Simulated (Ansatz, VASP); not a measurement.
# Cross-check of Si2MoAs4 (MoSi2As4 monolayer) between VASP and Ansatz, part 2 of 2

Aim: how closely do two programs agree when they are given the same cell, functional and k mesh? The cell is taken from a series of runs on this material, whose earlier steps may have relaxed, scaled, displaced or heated it; both programs get it as it stands.

VASP 6.6.1 and Ansatz 0.2.0.

So far: Set-up; Ansatz: single point, PBE with D3(BJ); VASP: single point, PBE with D3(BJ).

**3. VASP: single point, PBE with D3(BJ) (continued)**

Level of this step: PBE with D3(BJ); plane waves and PAW (As, Si, Mo_sv) (VASP).

Numbers of over 12 decimals in the logs are rounded to 6 here.

Parts of OUTCAR (step 3):

```text
ion  position               nearest neighbor table
   1  0.000  0.000  0.322-   5 2.35   5 2.35   5 2.35
   2  0.333  0.667  0.446-   5 2.34   7 2.54   7 2.54   7 2.54
   3  0.333  0.667  0.554-   6 2.34   7 2.54   7 2.54   7 2.54
   4  0.000  0.000  0.678-   6 2.35   6 2.35   6 2.35
   5  0.333  0.667  0.363-   2 2.34   1 2.35   1 2.35   1 2.35
   6  0.333  0.667  0.637-   3 2.34   4 2.35   4 2.35   4 2.35
   7  0.000  0.000  0.500-   2 2.54   3 2.54   2 2.54   3 2.54   2 2.54   3 2.54

  LATTYP: Found a hexagonal cell.
 ALAT       =     3.5587326929
 C/A-ratio  =     7.8528135085

 Subroutine GETGRP returns: Found 12 space group operations
 (whereof 12 operations were pure point group operations)

The static configuration has the point symmetry D_3h.

 Found     37 irreducible k-points:

   k-points           NKPTS =     37   k-points in BZ     NKDIM =     37   number of bands    NBANDS=     28

   dimension x,y,z NGX =    24 NGY =   24 NGZ =  192
   dimension x,y,z NGXF=    48 NGYF=   48 NGZF=  384

   ENCUT  =  400.0 eV  29.40 Ry    5.42 a.u.   5.80  5.80 45.57*2*pi/ulx,y,z

   NELECT =      42.0000    total number of electrons

 k-points in reciprocal lattice and weights: Automatic mesh
   0.00000000  0.00000000  0.00000000       0.003
   0.05555556  0.00000000  0.00000000       0.019
   0.11111111  0.00000000  0.00000000       0.019
   0.16666667  0.00000000  0.00000000       0.019
   0.22222222  0.00000000  0.00000000       0.019
   0.27777778  0.00000000  0.00000000       0.019
   0.33333333  0.00000000  0.00000000       0.019
   0.38888889  0.00000000  0.00000000       0.019
   0.44444444  0.00000000  0.00000000       0.019
[...]
0.33333333  0.27777778  0.00000000       0.037
   0.33333333  0.33333333  0.00000000       0.006

 dipolmoment           0.000000      0.000000      0.000000 electrons x Angstroem

 average (electrostatic) potential at core
       1 -54.2259       2 -54.2404       3 -54.2404       4 -54.2259       5 -89.6934
       6 -89.6934       7 -81.3520

 E-fermi :   0.4035

 k-point     1 :       0.0000    0.0000    0.0000
  band No.  band energies     occupation
    ...
     17      -0.3926      2.00000
     18      -0.3926      2.00000
     19      -0.3402      2.00000
     20      -0.3402      2.00000
     21      -0.1975      2.00000
     22       2.8455      0.00000
     23       2.8455      0.00000
     24       2.9535      0.00000
     25       2.9734      0.00000
     26       3.0898      0.00000
    ...

 k-point     2 :       0.0556    0.0000    0.0000
  band No.  band energies     occupation
    ...
     17      -0.8174      2.00000
     18      -0.6192      2.00000
     19      -0.4898      2.00000
     20      -0.4311      2.00000
     21      -0.1738      2.00000
     22       2.6712      0.00000
     23       2.8314      0.00000
     24       2.9248      0.00000
     25       3.1141      0.00000
     26       3.3040      0.00000
    ...

 k-point     3 :       0.1111    0.0000    0.0000
  band No.  band energies     occupation
    ...
     17      -1.2910      2.00000
     18      -0.7714      2.00000
     19      -0.7366      2.00000
     20      -0.6616      2.00000
     21      -0.2186      2.00000
     22       2.3257      0.00000
     23       2.4176      0.00000
     24       3.0941      0.00000
     25       3.1164      0.00000
     26       3.5206      0.00000
    ...

 Edisp (eV)   -2.55426

  Total       0.13569     0.13569     0.23946    -0.00000     0.00000    -0.00000
  in kB       0.70930     0.70930     1.25173    -0.00000     0.00000    -0.00000
  external pressure =        0.89 kB  Pullay stress =        0.00 kB

  energy-cutoff  :      400.00
  volume of cell :      306.51
      direct lattice vectors                 reciprocal lattice vectors
     3.558732693  0.000000000  0.000000000     0.280998908  0.162234795  0.000000000
    -1.779366347  3.081952917  0.000000000     0.000000000  0.324469590  0.000000000
     0.000000000  0.000000000 27.946064164     0.000000000  0.000000000  0.035783214

 POSITION                                       TOTAL-FORCE (eV/Angst)
 -----------------------------------------------------------------------------------
      0.00000      0.00000      9.00000        -0.000000      0.000000     -0.056393
     -0.00000      2.05464     12.47214         0.000000     -0.000000      0.002667
     -0.00000      2.05464     15.47393        -0.000000     -0.000000     -0.002667
      0.00000      0.00000     18.94606        -0.000000      0.000000      0.056393
     -0.00000      2.05464     10.13051        -0.000000     -0.000000      0.023227
     -0.00000      2.05464     17.81555        -0.000000     -0.000000     -0.023227
      0.00000      0.00000     13.97303        -0.000000     -0.000000      0.000000
 -----------------------------------------------------------------------------------
    total drift:                               -0.000000      0.000000     -0.000000

  FREE ENERGIE OF THE ION-ELECTRON SYSTEM (eV)
  ---------------------------------------------------
  free  energy   TOTEN  =       -43.7791585541 eV

  energy  without entropy=      -43.7791585526  energy(sigma->0) =      -43.77915855

 vacuum level on the upper side and lower side of the slab         4.945         4.945

 total charge
# of ion       s       p       d       tot
------------------------------------------
    1        1.259   1.542   0.049   2.849
    2        1.208   1.573   0.065   2.845
    3        1.208   1.573   0.065   2.845
    4        1.259   1.542   0.049   2.849
    5        0.760   0.881   0.000   1.641
    6        0.760   0.881   0.000   1.641
    7        2.261   6.159   4.006  12.425
--------------------------------------------------
tot          8.713  14.149   4.234  27.096

[... 3 further parts left out ...]
```

**4. Side by side**

Known differences besides the potentials themselves: the data sets hold 82 valence electrons in Ansatz (on its default PAW (the set named soft_2) files) and 42 in VASP; the cutoff is 420 eV in Ansatz and 400 eV in VASP. Total energies have different zeros and are not compared.

Both answers:

| quantity | Ansatz | VASP | difference |
| --- | --- | --- | --- |
| gap on the k mesh (eV) | 0.844 | 0.846 | -0.001 |

A gap on the mesh is an upper bound, since the band edges may lie between its points. With vacuum in the cell, a pressure given here is an average over mostly empty space and none of the material.

**5. Outcome**

```
difference in gap on the k mesh (single point, PBE with D3(BJ)) : -0.0013 eV
```

In words: The difference in gap on the k mesh is -0.0013 eV (single point, PBE with D3(BJ)), within the 0.08 eV picked in this series as the mark of a large difference. The data sets hold unlike numbers of valence electrons (82 in Ansatz and 42 in VASP), so part of the differences comes from the potentials. How closely two codes agree says nothing of how well the functional describes the real material.

[Lines on the potential files, build, host, timing and source positions are cut from VASP's logs without a mark.]

[Logs are printed without paths, hosts, clocks, repeated set-up lines and the standing remarks that a program may print on its own settings, such as how far it seeks lower states.]

[Hosts, paths, dates, database ids (printed as entryN), source tags and the programs' standing remarks are cut or masked in the printed files.]
